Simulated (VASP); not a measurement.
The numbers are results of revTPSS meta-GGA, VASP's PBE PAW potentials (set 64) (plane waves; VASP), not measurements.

A VASP calculation is set up with these files.

**POSCAR**
```
Si atom
1.0
 12.0000000000   0.0000000000   0.0000000000
  0.0000000000  12.5000000000   0.0000000000
  0.0000000000   0.0000000000  13.0000000000
Si
1
Cart
  0.0000000000   0.0000000000   0.0000000000
```

**KPOINTS**
```
K-points
0
Gamma
 1 1 1
```

### INCAR
```
SYSTEM=Si atom
PREC=Normal; ENCUT=520; LREAL=.False.
LASPH=.True.; ISYM=0
EDIFF=1E-6; NELM=200; ALGO=All
LMIXTAU=.True.
ISMEAR=0; SIGMA=0.01
METAGGA=RTPSS
ISPIN=2; MAGMOM=2; NUPDOWN=2
LWAVE=.False.; LCHARG=.False.; LORBIT=10
```

POTCAR, in this order: Si (PBE.64 set). Program: vasp_gam. Read from the step before: WAVECAR.

Output

### OUTCAR
```
 ion  position               nearest neighbor table
   1  0.000  0.000  0.000-
 Subroutine IBZKPT returns following result:
 Found      1 irreducible k-points:

 Following reciprocal coordinates:
            Coordinates               Weight
  0.000000  0.000000  0.000000      1.000000
   k-points           NKPTS =      1   k-points in BZ     NKDIM =      1   number of bands    NBANDS=      7
   number of dos      NEDOS =    301   number of ions     NIONS =      1
   total plane-waves  NPLWV = 392000
   dimension x,y,z NGX =    70 NGY =   70 NGZ =   80
   dimension x,y,z NGXF=   140 NGYF=  140 NGZF=  160
   ions per type =               1
   PREC   = normal    normal or accurate (medium, high low for compatibility)
   ISTART =      1    job   : 0-new  1-cont  2-samecut
   ICHARG =      0    charge: 1-file 2-atom 10-const
   ISPIN  =      2    spin polarized calculation?
   LNONCOLLINEAR =      F non collinear calculations
   LSORBIT =      F    spin-orbit coupling
   INIWAV =      1    electr: 0-lowe 1-rand  2-diag
   ENCUT  =  520.0 eV  38.22 Ry    6.18 a.u.  22.31 23.24 24.17*2*pi/ulx,y,z
   NELM   =    200;   NELMIN=  2; NELMDL=  0     # of ELM steps
   EDIFF  = 0.1E-05   stopping-criterion for ELM
   LREAL  =      F    real-space projection
   NLSPLINE    = F    spline interpolate recip. space projectors
   LMAXMIX     =    2 max onsite mixed and CHGCAR
   VOSKOWN=      0    Vosko Wilk Nusair interpolation
   EDIFFG = 0.1E-04   stopping-criterion for IOM
   NSW    =      0    number of steps for IOM
   NBLOCK =      1;   KBLOCK =      1    inner block; outer block
   IBRION =     -1    ionic relax: 0-MD 1-quasi-New 2-CG
   NFREE  =      0    steps in history (QN), initial steepest desc. (CG)
   ISIF   =      2    stress and relaxation
   ISYM   =      0    0-nonsym 1-usesym 2-fastsym
   TEIN   =    0.0    initial temperature
   TEBEG  =    0.0;   TEEND  =   0.0 temperature during run
   SMASS  =  -3.00    Nose mass-parameter (am)
   PSTRESS=    0.0 pullay stress
   NELECT =       4.0000    total number of electrons
   EFERMI =   0.00;   METHOD = LEGACY
   ISMEAR =     0;   SIGMA  =   0.01  broadening in eV -4-tet -1-fermi 0-gaus
   IALGO  =     58    algorithm
   LDIAG  =      T    sub-space diagonalisation (order eigenvalues)
   IMIX   =      4    mixing-type and parameters
     AMIX     =   0.40;   BMIX     =  1.00
     AMIX_MAG =   1.60;   BMIX_MAG =  1.00
     AMIN     =   0.10
   METAGGA = RTPSS    functional components
   VOSKOWN =     0    Vosko Wilk Nusair interpolation
   LHFCALC =     F    Hartree Fock is set to
   LHFONE  =     F    Hartree Fock one center treatment
   AEXX    =    0.0000 exact exchange contribution
   IVDW    =     0    specifies the selected vdW correction
   LEPSILON=     F    determine dielectric tensor
   LRPA    =     F    only Hartree local field effects (RPA)
  energy-cutoff  :      520.00
  volume of cell :     1950.00
      direct lattice vectors                 reciprocal lattice vectors
    12.000000000  0.000000000  0.000000000     0.083333333  0.000000000  0.000000000
     0.000000000 12.500000000  0.000000000     0.000000000  0.080000000  0.000000000
     0.000000000  0.000000000 13.000000000     0.000000000  0.000000000  0.076923077
 k-point     1 :   0.0000 0.0000 0.0000  plane waves:   26244
 maximum number of plane-waves:     26244
```

OSZICAR:
```
       N       E                     dE             d eps       ncg     rms           ort
SDA:   1    -0.201473025345E+01   -0.20147E+01    0.00000E+00     7   0.503E-01   0.000E+00
CGA:   2    -0.203498667033E+01   -0.20256E-01   -0.20312E-01     7   0.102E-01  -0.625E-03
SDA:   3    -0.206052433274E+01   -0.25538E-01   -0.25616E-01     7   0.696E-01  -0.187E-01
CGA:   4    -0.217207236237E+01   -0.11155E+00   -0.11734E+00     7   0.571E-01  -0.873E-02
CGA:   5    -0.218850440117E+01   -0.16432E-01   -0.16434E-01     7   0.417E-01  -0.526E-04
CGA:   6    -0.219776986052E+01   -0.92655E-02   -0.92680E-02     7   0.136E-01  -0.548E-04
CGA:   7    -0.220137259150E+01   -0.36027E-02   -0.36019E-02     7   0.710E-02  -0.300E-04
CGA:   8    -0.220339828803E+01   -0.20257E-02   -0.20257E-02     7   0.321E-02   0.990E-08
CGA:   9    -0.220420816558E+01   -0.80988E-03   -0.81058E-03     7   0.111E-02   0.162E-04
CGA:  10    -0.220449817284E+01   -0.29001E-03   -0.29033E-03     7   0.426E-03   0.988E-05
CGA:  11    -0.220462245370E+01   -0.12428E-03   -0.12428E-03     7   0.192E-03   0.414E-06
CGA:  12    -0.220467965851E+01   -0.57205E-04   -0.57237E-04     7   0.783E-04  -0.355E-05
CGA:  13    -0.220470246196E+01   -0.22803E-04   -0.22817E-04     7   0.345E-04  -0.194E-05
CGA:  14    -0.220471349990E+01   -0.11038E-04   -0.11038E-04     7   0.186E-04  -0.880E-08
CGA:  15    -0.220471950678E+01   -0.60069E-05   -0.59911E-05     7   0.909E-05   0.582E-06
CGA:  16    -0.220472248448E+01   -0.29777E-05   -0.29723E-05     7   0.419E-05   0.267E-06
CGA:  17    -0.220472395394E+01   -0.14695E-05   -0.14715E-05     7   0.213E-05  -0.468E-07
CGA:  18    -0.220472477812E+01   -0.82418E-06   -0.83298E-06     7   0.154E-05  -0.953E-07
   1 F= -.22047248E+01 E0= -.22047248E+01  d E =-.242126E-25  mag=     2.0000
```

### OUTCAR
```
------------------------ aborting loop because EDIFF is reached ----------------------------------------
  FORCE on cell =-STRESS in cart. coord.  units (eV):
  Direction    XX          YY          ZZ          XY          YZ          ZX
  --------------------------------------------------------------------------------------
  Total        0.0011959     -0.0008507     -0.0009457     -0.0001050      0.0002285     -0.0000805
  in kB        0.0009826     -0.0006989     -0.0007770     -0.0000863      0.0001877     -0.0000662
  external PRESSURE =      -0.0001644 kB  Pullay stress =       0.0000000 kB
  volume of cell :     1950.00
      direct lattice vectors                 reciprocal lattice vectors
    12.000000000  0.000000000  0.000000000     0.083333333  0.000000000  0.000000000
     0.000000000 12.500000000  0.000000000     0.000000000  0.080000000  0.000000000
     0.000000000  0.000000000 13.000000000     0.000000000  0.000000000  0.076923077
 POSITION                                       TOTAL-FORCE (eV/Angst)
 -----------------------------------------------------------------------------------
      0.00000      0.00000      0.00000        -0.000001      0.000004      0.000040
 -----------------------------------------------------------------------------------
    total drift:                               -0.000001      0.000004      0.000040
  FREE ENERGIE OF THE ION-ELECTRON SYSTEM (eV)
  ---------------------------------------------------
  free  energy   TOTEN  =        -2.2047247781 eV

  energy  without entropy=       -2.2047247781  energy(sigma->0) =       -2.20472478

 total charge

# of ion       s       p       d       tot
------------------------------------------
    1        0.952   0.594   0.000   1.546

 magnetization (x)

# of ion       s       p       d       tot
------------------------------------------
    1        0.019   0.594   0.000   0.613
```
(Selected blocks of OUTCAR.)

The atom may not be in its lowest state.

The cell is a free atom in a box.
